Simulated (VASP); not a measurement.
Method: PBE GGA with D3 dispersion (Becke-Johnson damping), VASP's PBE PAW potentials (set 64) (plane waves; VASP).

VASP ran on this input.

**POSCAR**
```
Se atom
1
   12.0000000000     0.0000000000     0.0000000000
    0.0000000000    12.5000000000     0.0000000000
    0.0000000000     0.0000000000    13.0000000000
Se
1
Direct
  0.0000000000   0.0000000000   0.0000000000
```

KPOINTS:
```
Regular mesh
0
Gamma
  1 1 1
```

**INCAR**
```
ALGO = All
EDIFF = 1E-6
ENCUT = 520
GGA = PE
ISMEAR = 0
ISPIN = 2
ISYM = 0
IVDW = 12
LASPH = T
LCHARG = F
LMAXMIX = 4
LORBIT = 10
LREAL = F
LWAVE = F
MAGMOM = 2
NELM = 200
NUPDOWN = 2
PREC = Normal
SIGMA = 0.01
SYSTEM = Se atom
```

POTCAR, in this order: Se (PBE.64 set). Program: vasp_gam. Read from the step before: WAVECAR.

The resulting files:

### OSZICAR
```
       N       E                     dE             d eps       ncg     rms           ort
SDA:   1    -0.772011616896E+00   -0.77201E+00    0.00000E+00     8   0.220E-04   0.000E+00
SDA:   2    -0.775803207207E+00   -0.37916E-02   -0.37985E-02     8   0.113E+00   0.112E-04
CGA:   3    -0.801128959892E+00   -0.25326E-01   -0.25327E-01     8   0.326E-01   0.274E-03
CGA:   4    -0.824403185206E+00   -0.23274E-01   -0.18619E-01     8   0.116E+00   0.418E-02
CGA:   5    -0.839792730735E+00   -0.15390E-01   -0.15412E-01     8   0.128E+00  -0.361E-03
CGA:   6    -0.847980906450E+00   -0.81882E-02   -0.81814E-02     8   0.809E-01  -0.271E-03
CGA:   7    -0.857098445175E+00   -0.91175E-02   -0.93668E-02     8   0.511E-01  -0.524E-03
CGA:   8    -0.864142321506E+00   -0.70439E-02   -0.70787E-02     8   0.414E-01   0.810E-04
CGA:   9    -0.870228719989E+00   -0.60864E-02   -0.60931E-02     8   0.318E-01   0.112E-03
CGA:  10    -0.874644140412E+00   -0.44154E-02   -0.44236E-02     8   0.215E-01   0.105E-03
CGA:  11    -0.877720459177E+00   -0.30763E-02   -0.30810E-02     8   0.154E-01   0.806E-04
CGA:  12    -0.880031145170E+00   -0.23107E-02   -0.23125E-02     8   0.113E-01   0.623E-04
CGA:  13    -0.881720989597E+00   -0.16898E-02   -0.16906E-02     8   0.796E-02   0.452E-04
CGA:  14    -0.882915292293E+00   -0.11943E-02   -0.11945E-02     8   0.566E-02   0.274E-04
CGA:  15    -0.883791051278E+00   -0.87576E-03   -0.87652E-03     8   0.416E-02   0.984E-05
CGA:  16    -0.884435925092E+00   -0.64487E-03   -0.64487E-03     8   0.299E-02   0.541E-05
CGA:  17    -0.884899354094E+00   -0.46343E-03   -0.46335E-03     8   0.213E-02   0.905E-06
CGA:  18    -0.885235988641E+00   -0.33663E-03   -0.33657E-03     8   0.156E-02  -0.871E-06
CGA:  19    -0.885484911247E+00   -0.24892E-03   -0.24890E-03     8   0.114E-02  -0.591E-06
CGA:  20    -0.885666346344E+00   -0.18144E-03   -0.18149E-03     8   0.816E-03  -0.738E-07
CGA:  21    -0.885797427196E+00   -0.13108E-03   -0.13113E-03     8   0.589E-03   0.231E-06
CGA:  22    -0.885893129628E+00   -0.95702E-04   -0.95696E-04     8   0.428E-03   0.473E-07
CGA:  23    -0.885963181059E+00   -0.70051E-04   -0.70001E-04     8   0.311E-03  -0.411E-06
CGA:  24    -0.886014503831E+00   -0.51323E-04   -0.51253E-04     8   0.228E-03  -0.642E-06
CGA:  25    -0.886052241410E+00   -0.37738E-04   -0.37692E-04     8   0.166E-03  -0.452E-06
CGA:  26    -0.886079549707E+00   -0.27308E-04   -0.27310E-04     8   0.119E-03   0.561E-08
CGA:  27    -0.886099037266E+00   -0.19488E-04   -0.19521E-04     8   0.851E-04   0.380E-06
CGA:  28    -0.886113245571E+00   -0.14208E-04   -0.14243E-04     8   0.626E-04   0.457E-06
CGA:  29    -0.886123839418E+00   -0.10594E-04   -0.10612E-04     8   0.462E-04   0.265E-06
CGA:  30    -0.886131657271E+00   -0.78179E-05   -0.78175E-05     8   0.336E-04  -0.732E-08
CGA:  31    -0.886137348451E+00   -0.56912E-05   -0.56830E-05     8   0.246E-04  -0.154E-06
CGA:  32    -0.886141519297E+00   -0.41708E-05   -0.41656E-05     8   0.182E-04  -0.113E-06
CGA:  33    -0.886144595419E+00   -0.30761E-05   -0.30774E-05     8   0.134E-04   0.270E-07
CGA:  34    -0.886146843116E+00   -0.22477E-05   -0.22532E-05     8   0.970E-05   0.131E-06
CGA:  35    -0.886148482854E+00   -0.16397E-05   -0.16447E-05     8   0.707E-05   0.131E-06
CGA:  36    -0.886149711031E+00   -0.12282E-05   -0.12299E-05     8   0.532E-05   0.522E-07
CGA:  37    -0.886150653659E+00   -0.94263E-06   -0.94194E-06     8   0.409E-05  -0.382E-07
   1 F= -.88630447E+00 E0= -.88630447E+00  d E =-.240850E-15  mag=     2.0000
```

**OUTCAR**
```
------------------------ aborting loop because EDIFF is reached ----------------------------------------
 Edisp (eV)   -0.00015
  FORCE on cell =-STRESS in cart. coord.  units (eV):
  Direction    XX          YY          ZZ          XY          YZ          ZX
  --------------------------------------------------------------------------------------
  Total       0.00060    -0.00065    -0.00195    -0.00008    -0.00010    -0.00017
  in kB       0.00049    -0.00054    -0.00160    -0.00007    -0.00008    -0.00014
  external pressure =       -0.00 kB  Pullay stress =        0.00 kB
  volume of cell :     1950.00
      direct lattice vectors                 reciprocal lattice vectors
    12.000000000  0.000000000  0.000000000     0.083333333  0.000000000  0.000000000
     0.000000000 12.500000000  0.000000000     0.000000000  0.080000000  0.000000000
     0.000000000  0.000000000 13.000000000     0.000000000  0.000000000  0.076923077
 POSITION                                       TOTAL-FORCE (eV/Angst)
 -----------------------------------------------------------------------------------
      0.00000      0.00000      0.00000         0.000002     -0.000002      0.000001
 -----------------------------------------------------------------------------------
    total drift:                                0.000002     -0.000002      0.000001
  FREE ENERGIE OF THE ION-ELECTRON SYSTEM (eV)
  ---------------------------------------------------
  free  energy   TOTEN  =        -0.8863044746 eV

  energy  without entropy=       -0.8863044746  energy(sigma->0) =       -0.88630447

 total charge

# of ion       s       p       d       tot
------------------------------------------
    1        1.506   2.091   0.001   3.597

 magnetization (x)

# of ion       s       p       d       tot
------------------------------------------
    1        0.020   1.089   0.001   1.109
```
(Selected blocks of OUTCAR.)

OUTCAR:
```
 val. band max:       -5.6004182473   @ k =   0.0000   0.0000   0.0000

 cond. band min:      -5.2642844711   @ k =   0.0000   0.0000   0.0000


 Fermi energy:        -6.1966064148

 spin component 1

 k-point     1 :       0.0000    0.0000    0.0000
  band No.  band energies     occupation
      1     -17.8203      1.00000
      2      -7.4002      1.00000
      3      -7.3998      1.00000
      4      -6.2504      1.00000
      5      -0.5513      0.00000
      6       0.5225      0.00000
      7       0.5873      0.00000
      8       0.6286      0.00000

 Fermi energy:        -5.5112637626

 spin component 2

 k-point     1 :       0.0000    0.0000    0.0000
  band No.  band energies     occupation
      1     -16.1337      1.00000
      2      -5.6004      1.00000
      3      -5.2639      0.00000
      4      -5.2643      0.00000
      5      -0.2751      0.00000
      6       0.6533      0.00000
      7       0.7441      0.00000
      8       0.8689      0.00000
```

The atom may not be in its lowest state.

The cell is a free atom in a box.
